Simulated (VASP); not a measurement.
Crystal: HfIn4SiO6.

```
Hf In Si O
1.0
     2.71585   -4.70357    0.00833
     2.71585    4.70357    0.00833
    -1.87915    0.00000    7.40127
Hf In Si O
1 4 1 6
Direct
  0.78835 0.21165 0.00000
  0.62175 0.37825 0.50000
  0.45502 0.54498 0.00000
  0.28407 0.71593 0.50000
  0.95814 0.04186 0.50000
  0.12168 0.87832 0.00000
  0.06219 0.11415 0.86666
  0.88585 0.93781 0.13334
  0.79490 0.53784 0.86663
  0.46216 0.20510 0.13337
  0.15352 0.62879 0.13333
  0.37121 0.84648 0.86667
```

The cell was built by a generator and needn't be a form met in nature.

- Program: VASP 6.6.1
- Task: relaxation of cell and atoms
- Functional: PBE
- Dispersion: D3(BJ)
- Potentials or basis: VASP PAW PBE potentials, release 64 (Hf_pv, In_d, Si, O)
- Cutoff: 600 eV
- k mesh: 6 × 6 × 4
- Occupations: fermi-dirac, width 0.05 eV
- Spin: no spin polarisation

At the start: pressure -2.9 GPa; volume 15.77 Å³/atom.

Question: How do energy, volume and symmetry change on relaxing?

Answer: Over 10 steps the energy falls by 5.6 meV/atom and the volume is 15.18 Å³/atom (-3.8 %); space group C2 (No. 5, to 0.05 Å).

Step by step:
```tsv
step	energy change (eV)	largest force (eV/Å)	pressure (GPa)	volume (Å³)
1	0.0000	0.1334	-2.86	189.24
2	-0.0161	0.4535	2.35	181.64
3	-0.0410	0.2296	-0.03	184.90
4	-0.0559	0.1282	-0.02	183.84
5	-0.0643	0.0973	0.06	182.18
6	-0.0667	0.0220	-0.02	182.03
7	-0.0667	0.0232	-0.02	182.04
8	-0.0668	0.0085	0.10	181.97
9	-0.0668	0.0070	0.05	181.99
10	-0.0668	0.0034	-0.01	182.12
```

Final structure:
```yaml
crystal:
  lattice:
    - [2.69902, -4.66845, 0.00788]
    - [2.69902, 4.66845, 0.00788]
    - [-1.86814, 0.00000, 7.22153]
  atoms:
    - { symbol: Hf, position: [0.78826, 0.21174, 0.00000] }
    - { symbol: In, position: [0.62150, 0.37850, 0.50000] }
    - { symbol: In, position: [0.45500, 0.54500, 0.00000] }
    - { symbol: In, position: [0.28472, 0.71528, 0.50000] }
    - { symbol: In, position: [0.95776, 0.04224, 0.50000] }
    - { symbol: Si, position: [0.12165, 0.87835, 0.00000] }
    - { symbol: O, position: [0.05975, 0.11242, 0.86340] }
    - { symbol: O, position: [0.88758, 0.94025, 0.13660] }
    - { symbol: O, position: [0.79449, 0.53613, 0.86328] }
    - { symbol: O, position: [0.46387, 0.20551, 0.13672] }
    - { symbol: O, position: [0.15359, 0.62933, 0.13664] }
    - { symbol: O, position: [0.37067, 0.84641, 0.86336] }
```

Caveat: pairwise dispersion overbinds metals, which lowers pressure and volume.
